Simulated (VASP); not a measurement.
OSZICAR of a VASP run on Tb:

### OSZICAR
```
       N       E                     dE             d eps       ncg     rms          rms(c)
DAV:   1     0.795989189002E+03    0.79599E+03   -0.20771E+04  6606   0.221E+03
DAV:   2     0.237655317050E+03   -0.55833E+03   -0.46677E+03  7140   0.415E+02
DAV:   3     0.711414289542E+01   -0.23054E+03   -0.21805E+03  6555   0.184E+02
DAV:   4    -0.297026695133E+02   -0.36817E+02   -0.36075E+02  9559   0.714E+01
DAV:   5    -0.338522905423E+02   -0.41496E+01   -0.41014E+01  9728   0.273E+01    0.861E+01
DAV:   6    -0.129684139162E+03   -0.95832E+02   -0.13149E+02  7699   0.239E+02    0.233E+02
DAV:   7    -0.452070047515E+02    0.84477E+02   -0.42937E+01  7232   0.468E+01    0.156E+02
DAV:   8    -0.625986936398E+02   -0.17392E+02   -0.43506E+01  8951   0.302E+01    0.129E+02
DAV:   9    -0.292075559237E+03   -0.22948E+03   -0.13600E+03  8811   0.663E+01    0.321E+02
DAV:  10    -0.206691751858E+03    0.85384E+02   -0.12823E+02 10366   0.312E+01    0.262E+02
DAV:  11    -0.222959016660E+03   -0.16267E+02   -0.19714E+01 10707   0.168E+01    0.247E+02
DAV:  12    -0.148079548631E+03    0.74879E+02   -0.20500E+01  9469   0.122E+01    0.231E+02
DAV:  13    -0.130435609770E+03    0.17644E+02   -0.10007E+02  8397   0.280E+01    0.426E+02
DAV:  14    -0.210336140016E+03   -0.79901E+02   -0.12579E+02  9408   0.464E+01    0.229E+02
DAV:  15    -0.422326456725E+02    0.16810E+03   -0.47693E+02  8724   0.494E+01    0.326E+02
DAV:  16    -0.606407509412E+02   -0.18408E+02   -0.41628E+01  9587   0.285E+01    0.169E+02
DAV:  17    -0.815234089914E+02   -0.20883E+02   -0.22499E+02  8504   0.617E+01    0.353E+02
DAV:  18    -0.836422430481E+02   -0.21188E+01   -0.41691E+01 10013   0.248E+01    0.239E+02
DAV:  19    -0.891615998708E+02   -0.55194E+01   -0.46970E+01  8559   0.372E+01    0.162E+02
DAV:  20    -0.582542602829E+02    0.30907E+02   -0.59523E+01  8014   0.572E+01    0.123E+02
DAV:  21    -0.509018180188E+02    0.73524E+01   -0.17045E+02  8326   0.559E+01    0.413E+02
DAV:  22    -0.535428280460E+02   -0.26410E+01   -0.25469E+01 10167   0.155E+01    0.282E+02
DAV:  23    -0.446516455658E+02    0.88912E+01   -0.32181E+01  8108   0.235E+01    0.962E+01
DAV:  24    -0.405434490405E+02    0.41082E+01   -0.25478E+01  8743   0.284E+01    0.835E+01
DAV:  25    -0.420467885266E+02   -0.15033E+01   -0.18542E+01  9564   0.253E+01    0.781E+01
DAV:  26    -0.416420747597E+02    0.40471E+00   -0.11918E+01  8665   0.231E+01    0.783E+01
DAV:  27    -0.411289196287E+02    0.51316E+00   -0.10561E+01  9274   0.104E+01    0.773E+01
DAV:  28    -0.434548376086E+02   -0.23259E+01   -0.39143E+00  8872   0.891E+00    0.845E+01
DAV:  29    -0.421526131348E+02    0.13022E+01   -0.68042E+00  9400   0.816E+00    0.779E+01
DAV:  30    -0.441854652151E+02   -0.20329E+01   -0.34192E+00  8584   0.846E+00    0.892E+01
DAV:  31    -0.456449092041E+02   -0.14594E+01   -0.91032E-01  9534   0.572E+00    0.969E+01
DAV:  32    -0.440060117739E+02    0.16389E+01   -0.84314E+00  9177   0.838E+00    0.102E+02
DAV:  33    -0.429038718680E+02    0.11021E+01   -0.93760E-01  9095   0.101E+01    0.111E+02
DAV:  34    -0.430754563509E+02   -0.17158E+00   -0.24591E-01 10392   0.209E+00    0.112E+02
DAV:  35    -0.429297487816E+02    0.14571E+00   -0.57956E-02  9928   0.111E+00    0.112E+02
DAV:  36    -0.431846038876E+02   -0.25486E+00   -0.11161E-01  9183   0.133E+00    0.113E+02
DAV:  37    -0.430239672993E+02    0.16064E+00   -0.23915E-02  9640   0.788E-01    0.113E+02
DAV:  38    -0.427891710818E+02    0.23480E+00   -0.33935E-02  8400   0.927E-01    0.112E+02
DAV:  39    -0.427474792036E+02    0.41692E-01   -0.26552E-01  8318   0.220E+00    0.109E+02
DAV:  40    -0.433230476613E+02   -0.57557E+00   -0.78907E-01  8255   0.433E+00    0.108E+02
DAV:  41    -0.434800677603E+02   -0.15702E+00   -0.82539E-01  8850   0.448E+00    0.105E+02
DAV:  42    -0.443268992403E+02   -0.84683E+00   -0.47561E-01  8795   0.519E+00    0.107E+02
DAV:  43    -0.444418018428E+02   -0.11490E+00   -0.80047E-02  9291   0.158E+00    0.107E+02
DAV:  44    -0.443797782010E+02    0.62024E-01   -0.50480E-02 10576   0.101E+00    0.107E+02
DAV:  45    -0.445958096914E+02   -0.21603E+00   -0.13762E-02 10136   0.779E-01    0.108E+02
DAV:  46    -0.449213235867E+02   -0.32551E+00   -0.72985E-02  9240   0.131E+00    0.107E+02
DAV:  47    -0.450748117696E+02   -0.15349E+00   -0.77418E-01  8514   0.370E+00    0.101E+02
DAV:  48    -0.456552844293E+02   -0.58047E+00   -0.34295E-01  9073   0.360E+00    0.976E+01
DAV:  49    -0.460604696899E+02   -0.40519E+00   -0.61422E-02 10142   0.165E+00    0.989E+01
DAV:  50    -0.459920989798E+02    0.68371E-01   -0.18510E-02 10416   0.747E-01    0.981E+01
DAV:  51    -0.358049284946E+02    0.10187E+02   -0.18978E+01  8612   0.309E+01    0.143E+02
DAV:  52    -0.342432958265E+02    0.15616E+01   -0.33326E+00  9733   0.163E+01    0.106E+02
DAV:  53    -0.358127597355E+02   -0.15695E+01   -0.88278E-01 10544   0.596E+00    0.107E+02
DAV:  54    -0.356085620182E+02    0.20420E+00   -0.21632E-01 10544   0.212E+00    0.104E+02
DAV:  55    -0.358519169854E+02   -0.24335E+00   -0.46209E-02 10716   0.164E+00    0.101E+02
DAV:  56    -0.401706233915E+02   -0.43187E+01   -0.69767E+00  8735   0.150E+01    0.101E+02
DAV:  57    -0.408710890942E+02   -0.70047E+00   -0.19231E+00  9005   0.116E+01    0.962E+01
DAV:  58    -0.390417494861E+02    0.18293E+01   -0.17467E+00  9099   0.101E+01    0.910E+01
DAV:  59    -0.360163315259E+02    0.30254E+01   -0.15171E+00 10648   0.812E+00    0.939E+01
DAV:  60    -0.288943968866E+02    0.71219E+01   -0.15610E+00 10039   0.108E+01    0.852E+01
DAV:  61     0.529624843435E+02    0.81857E+02   -0.32537E+01  8706   0.637E+01    0.380E+02
DAV:  62     0.484053303183E+02   -0.45572E+01   -0.12299E+01  9843   0.197E+01    0.114E+03
DAV:  63     0.484767596418E+02    0.71429E-01   -0.26003E+00 10692   0.601E+00    0.180E+03
DAV:  64     0.448285174229E+02   -0.36482E+01   -0.10186E+00 10293   0.490E+00    0.240E+03
DAV:  65     0.481262927199E+02    0.32978E+01   -0.99642E-01  9968   0.361E+00    0.338E+03
DAV:  66     0.309680659266E+02   -0.17158E+02   -0.14841E+01  8059   0.256E+01    0.265E+03
DAV:  67     0.271768838346E+02   -0.37912E+01   -0.24422E+00  9330   0.940E+00    0.190E+03
DAV:  68     0.207978726928E+02   -0.63790E+01   -0.22967E+00  9178   0.906E+00    0.119E+03
DAV:  69     0.281150112660E+02    0.73171E+01   -0.15401E+00  9693   0.917E+00    0.988E+02
DAV:  70     0.342124024145E+02    0.60974E+01   -0.17067E+00  8444   0.100E+01    0.970E+02
DAV:  71     0.108127456951E+03    0.73915E+02   -0.16805E+01  9272   0.330E+01    0.163E+03
DAV:  72     0.111291151961E+03    0.31637E+01   -0.57036E+00 10096   0.130E+01    0.297E+03
DAV:  73     0.993262902803E+02   -0.11965E+02   -0.21370E+00 10492   0.866E+00    0.431E+03
DAV:  74     0.998077270385E+02    0.48144E+00   -0.70770E+00 10139   0.774E+00    0.965E+03
DAV:  75     0.123960410051E+03    0.24153E+02   -0.25690E+02  9185   0.491E+01    0.611E+04
DAV:  76     0.193009648676E+03    0.69049E+02   -0.80601E+02  9081   0.248E+02    0.941E+04
DAV:  77     0.188939311399E+03   -0.40703E+01   -0.69695E+02 10342   0.167E+02    0.124E+05
DAV:  78     0.222381174067E+03    0.33442E+02   -0.24302E+02 11134   0.793E+01    0.134E+05
DAV:  79     0.262021959232E+03    0.39641E+02   -0.93605E+01  9316   0.763E+01    0.137E+05
DAV:  80     0.271230049824E+03    0.92081E+01   -0.27638E+01 11056   0.293E+01    0.138E+05
DAV:  81    -0.358723713562E+02   -0.30710E+03   -0.10608E+02  8600   0.989E+01    0.132E+05
DAV:  82     0.308792385329E+02    0.66752E+02   -0.77343E+01 10033   0.106E+02    0.128E+05
DAV:  83     0.301201098666E+02   -0.75913E+00   -0.41303E+01 10130   0.368E+01    0.127E+05
DAV:  84    -0.118427130057E+03   -0.14855E+03   -0.25238E+02  8786   0.143E+02    0.120E+05
DAV:  85    -0.340335525092E+02    0.84394E+02   -0.93547E+01 10904   0.685E+01    0.114E+05
DAV:  86     0.589222231892E+01    0.39926E+02   -0.41372E+02  9956   0.175E+02    0.843E+04
DAV:  87    -0.161690491176E+02   -0.22061E+02   -0.15705E+02  9981   0.119E+02    0.883E+04
DAV:  88    -0.696183411158E+02   -0.53449E+02   -0.18184E+02  9952   0.105E+02    0.968E+04
DAV:  89    -0.137981925187E+03   -0.68364E+02   -0.72046E+01 11126   0.623E+01    0.987E+04
DAV:  90    -0.153337944208E+03   -0.15356E+02   -0.33856E+01 10067   0.385E+01    0.101E+05
DAV:  91    -0.322602630648E+03   -0.16926E+03   -0.21359E+02  8289   0.103E+02    0.104E+05
DAV:  92    -0.266266705707E+03    0.56336E+02   -0.98459E+01 10635   0.693E+01    0.103E+05
DAV:  93    -0.267860964753E+03   -0.15943E+01   -0.62204E+01  8173   0.646E+01    0.104E+05
DAV:  94    -0.270871017694E+03   -0.30101E+01   -0.25952E+01 11117   0.264E+01    0.104E+05
DAV:  95    -0.370715201832E+03   -0.99844E+02   -0.38302E+01  7938   0.551E+01    0.104E+05
DAV:  96    -0.914459302995E+02    0.27927E+03   -0.17196E+02  8438   0.185E+02    0.101E+05
DAV:  97    -0.895521315408E+02    0.18938E+01   -0.73906E+01 10960   0.569E+01    0.992E+04
DAV:  98    -0.643192203565E+02    0.25233E+02   -0.52985E+01 10817   0.547E+01    0.978E+04
DAV:  99    -0.274404816670E+03   -0.21009E+03   -0.52004E+02  9190   0.231E+02    0.964E+04
DAV: 100    -0.158049994685E+03    0.11635E+03   -0.16036E+02 10659   0.827E+01
   1 F= -.15804999E+03 E0= -.15787130E+03  d E =-.357390E+00  mag=    22.5689
```

Question: Which electronic solver shows in the log?

Answer: It is blocked Davidson (ALGO = Normal, or the opening steps of other solvers). The INCAR had ALGO = Normal.

Question: How was spin treated?

Answer: Collinear spin (ISPIN = 2): the summary line carries one mag value, 22.57 μB in the cell.

Question: Can the final energy be trusted as converged?

Answer: Convergence was not reached. It stopped with EDIFF = 1E-6, NELM = 100 (PBE GGA, plane waves, VASP's PBE PAW potentials (set 64)).  The cell holds a wide vacuum, so values per volume refer to the whole cell.

The cell is a sheet with vacuum, built from a generated structure.
